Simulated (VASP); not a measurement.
Level of theory: r2SCAN meta-GGA, VASP's PBE PAW potentials (set 64) (plane waves; VASP).

A VASP calculation is set up with these files.

KPOINTS:
```
Automatic
0
G
 12 12 6
0 0 0
```

INCAR:
```
ALGO = Normal
EDIFF = 1E-7
EDIFFG = -0.01
ENCUT = 480
IBRION = 2
ISIF = 3
ISMEAR = 1
LASPH = .TRUE.
LCHARG = .FALSE.
LMAXMIX = 6
LMIXTAU = .TRUE.
LREAL = .FALSE.
LWAVE = .FALSE.
METAGGA = R2SCAN
NELM = 100
NSW = 40
PREC = Accurate
PSTRESS = 20
SIGMA = 0.1
SYSTEM = Er
```

File POSCAR:
```
Er
1.0
  1.7903154502  -3.1009168762   0.0000000000
  1.7903154502   3.1009168762   0.0000000000
  0.0000000000   0.0000000000   5.5369119362
Er
2
Direct
  0.3333330000   0.6666670000   0.2500000000
  0.6666670000   0.3333330000   0.7500000000
```

POTCAR, in this order: Er_3 (PBE.64 set). Program: vasp_std.

The 4f electrons are frozen in the core of the lanthanide potential, so 4f levels, which can set the real gap, and their magnetism are missing. Energy and stress use the plane-wave basis of the starting cell.

### Question
Predict the energy per atom (σ→0), volume per atom, band gap (on the k-mesh).

### Answer

```
Quantity                                                     Value
------------------------  ----------------------------------------
energy per atom (σ→0)                      -3271.0 kJ/mol of atoms
band gap (on the k-mesh)  none (metal, semimetal or under 0.01 eV)
volume per atom                                      29.56 Å³/atom
```

OSZICAR:
```
...
DAV:   2    -0.678030462835E+02    0.86530E-04   -0.22468E-04  3278   0.205E-01    0.366E-02
DAV:   3    -0.678030333841E+02    0.12899E-04   -0.21714E-05  3465   0.720E-02    0.164E-02
DAV:   4    -0.678030260221E+02    0.73619E-05   -0.18961E-05  3737   0.440E-02    0.114E-02
DAV:   5    -0.678030278801E+02   -0.18580E-05   -0.36752E-06  2920   0.183E-02    0.616E-03
DAV:   6    -0.678030282103E+02   -0.33015E-06   -0.12367E-07  1292   0.744E-03    0.205E-03
DAV:   7    -0.678030280293E+02    0.18101E-06   -0.46709E-08  1138   0.766E-03    0.177E-03
DAV:   8    -0.678030281197E+02   -0.90415E-07   -0.30679E-08  1088   0.489E-03
   5 F= -.67064934E+02 E0= -.67065465E+02  d E =-.672743E-04
```

The compound is Er in the hcp structure. This run relaxes it under an external pressure of 2 GPa. Symmetry was kept, so distortions that lower it aren't found.
